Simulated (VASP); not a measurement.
VASP input:

**POSCAR**
```
MgSe
1.0
  0.0000000000   2.6391185255   2.6391185255
  2.6391185255   0.0000000000   2.6391185255
  2.6391185255   2.6391185255   0.0000000000
Mg Se
1 1
direct
  0.0000000000   0.0000000000   0.0000000000
  0.5000000000   0.5000000000   0.5000000000
```

INCAR:
```
NELM = 100   ! most electronic steps
EDIFF = 1E-6
SYSTEM = MgSe
ALGO = Normal
LASPH = .TRUE.   ! aspherical one-centre terms
SIGMA = 0.05
IBRION = 2   ! conjugate gradients
LCHARG = .FALSE.
EDIFFG = -0.02
NSW = 40
ENCUT = 500
GGA = PE   ! PBE
ISIF = 3   ! ions, shape and volume
LWAVE = .FALSE.
PSTRESS = 100   ! kbar
PREC = Accurate
LREAL = .FALSE.
LMAXMIX = 4
ISMEAR = 0   ! Gaussian
```

**KPOINTS**
```
Automatic mesh
0
Gamma
 9 9 9
0 0 0
```

POTCAR, in this order: Mg Se (PBE.64 set). Program: vasp_std.

### Question
Translate this PBE calculation to Quantum ESPRESSO's pw.x.

### Answer
One equivalent input (not run):
```
&CONTROL
  calculation = 'vc-relax'
  pseudo_dir = './pseudo'
  outdir = './out'
  tprnfor = .true.
  tstress = .true.
  nstep = 40
  forc_conv_thr = 0.00078
/
&SYSTEM
  ibrav = 0
  nat = 2
  ntyp = 2
  ecutwfc = 86
  occupations = 'smearing'
  smearing = 'gaussian'
  degauss = 0.003675
  input_dft = 'pbe'
/
&ELECTRONS
  conv_thr = 7.3e-08
  electron_maxstep = 100
/
&IONS
/
&CELL
  press = 100
/
ATOMIC_SPECIES
  Mg 24.305 Mg.upf
  Se 78.971 Se.upf
CELL_PARAMETERS angstrom
     0.0000000    2.6391185    2.6391185
     2.6391185    0.0000000    2.6391185
     2.6391185    2.6391185    0.0000000
ATOMIC_POSITIONS crystal
  Mg   0.0000000  0.0000000  0.0000000
  Se   0.5000000  0.5000000  0.5000000
K_POINTS automatic
  9 9 9 0 0 0
```
The two are equivalent in intent, not identical: the potentials are each code's own (VASP's PAW set, PseudoDojo norm-conserving files in pw.x), so ENCUT and ecutwfc are chosen apart and not converted; conv_thr bounds pw.x's estimated SCF error, while EDIFF bounds the energy change between steps; forc_conv_thr acts on force components and is met together with etot_conv_thr.

The compound is MgSe in the rock salt structure. It was relaxed first under an external pressure of 10 GPa.
